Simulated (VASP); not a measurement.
Given:

```yaml
crystal:
  lattice:
    - [0.00000, 2.84222, 2.84222]
    - [2.84222, 0.00000, 2.84222]
    - [2.84222, 2.84222, 0.00000]
  atoms:
    - { symbol: Na, position: [0.00000, 0.00000, 0.00000] }
    - { symbol: Cl, position: [0.50000, 0.50000, 0.50000] }
```

Calculation: PBE GGA, VASP's PBE PAW potentials (set 64) (plane waves; VASP 6.6.1). Numerical set-up: PREC = Normal, EDIFF = 1E-5, 400 eV cut-off, 9×9×9 Γ-centred mesh, Gaussian smearing of 0.050 eV, potentials Na_pv Cl.

**Question.** Predict the energy per atom (σ→0), band gap (on the k-mesh) with the smallest direct gap where there is one.

**Answer.** 
The band gap (on the k-mesh) is 5.01 eV and the smallest direct gap (on the k-mesh) is 5.01 eV. The energy per atom (σ→0) comes out as -3.389 eV/atom.

Total energies compare only between runs with the same potentials, cut-off and functional.

The compound is NaCl in the rock salt structure. It was relaxed first.
